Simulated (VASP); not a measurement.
All values below come from PBE GGA with D3 dispersion (Becke-Johnson damping), VASP's PBE PAW potentials (set 64) (plane waves; VASP 6.6.1).

A VASP calculation is set up with these files.

INCAR:
```
GGA = PE   ! PBE
LMAXMIX = 4   ! l cut-off of mixed one-centre charges
ALGO = Normal   ! blocked Davidson
ISIF = 2   ! forces and stress, cell fixed
LREAL = .FALSE.   ! projection in real space or not
LWAVE = .FALSE.
LCHARG = .FALSE.
IVDW = 12
ISMEAR = 0   ! Gaussian
SIGMA = 0.05
SYSTEM = CsPbBr3
LASPH = .TRUE.
ENCUT = 520   ! plane-wave cut-off (eV)
NELM = 100
PREC = Accurate
EDIFF = 1E-7   ! SCF stop (eV)
```

POSCAR:
```
CsPbBr3
5.8089680
  0.9999999556   0.0000000000   0.0000000000
  0.0000000000   0.9999999556   0.0000000000
  0.0000000000   0.0000000000   0.9999999556
Cs Pb Br
1 1 3
Cartesian
  0.0000000000   0.0000000000   0.0000000000
  0.4999999778   0.4999999778   0.4999999778
  0.4999999778   0.0000000000   0.4999999778
  0.0000000000   0.4999999778   0.4999999778
  0.4999999778   0.4999999778   0.0000000000
```

### KPOINTS
```
Automatic mesh
0
gamma
4 4 4
0 0 0
```

POTCAR, in this order: Cs_sv Pb_d Br (PBE.64 set). Program: vasp_std.

Task: What will the output report for the number of irreducible k-points (NKPTS), largest plane-wave count, number of space-group operations, FFT grid (NGX, NGY, NGZ)?

Result: 
- number of irreducible k-points (NKPTS) = 10
- largest plane-wave count = 5294
- number of space-group operations = 48
- FFT grid (NGX, NGY, NGZ) = 48 × 48 × 48

The compound is CsPbBr3 in the cubic perovskite structure, the ideal cubic form; the compound distorts at low or room temperature. This cell is one point of a volume scan, at 0.94 of the reference volume.
